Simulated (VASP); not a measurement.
Energy against volume of MgS (rock salt). Level of theory: PW91 GGA, VASP's PBE PAW potentials (set 64) (plane waves; VASP). Numerical set-up: 520 eV cut-off, 9×9×9 Γ-centred mesh, Gaussian smearing of 0.050 eV, potentials Mg S.

| V (Å³/atom) | E (eV/atom) |
|---|---|
| 17.273 | -4.27929 |
| 17.807 | -4.28340 |
| 18.341 | -4.27999 |
| 18.875 | -4.27011 |

Q: Fit these four points and predict the energy of the run at 16.738 Å³/atom.

A: A cubic in V^(−2/3), the third-order Birch-Murnaghan form, passes through the four points with V0 = 17.82 Å³/atom and B0 = 75 GPa, and gives -4.2664 eV/atom there. The run gave -4.2664 eV/atom, -0.0 meV/atom from the fit; all five points give B0 = 75 GPa.

The compound is MgS in the rock salt structure. It was relaxed first.
